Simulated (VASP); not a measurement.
Here is the system:

```xyz
1
Lattice="-1.6249 1.6249 1.6249 1.6249 -1.6249 1.6249 1.6249 1.6249 -1.6249" Properties=species:S:1:pos:R:3 pbc="T T T"
W      0.0000     0.0000     0.0000
```

The numbers are results of PBE GGA, VASP's PBE PAW potentials (set 64) (plane waves; VASP), not measurements. Settings: 520 eV cut-off, 16×16×16 Γ-centred mesh, first-order Methfessel-Paxton smearing of 0.10 eV, potentials W_sv.

Question: The job: W (bcc), 1 atom, PBE, static run, 520 eV, 16×16×16 Γ-centred mesh. Roughly how much core time does it take on a busy server core?

Answer: About 20 core-seconds (one run on a shared machine, a rough figure). It had 145 irreducible k-points, 11 bands, up to 476 plane waves and 13 electronic steps.

The compound is W in the bcc structure. This cell is one point of a volume scan, at 1.06 of the reference volume.
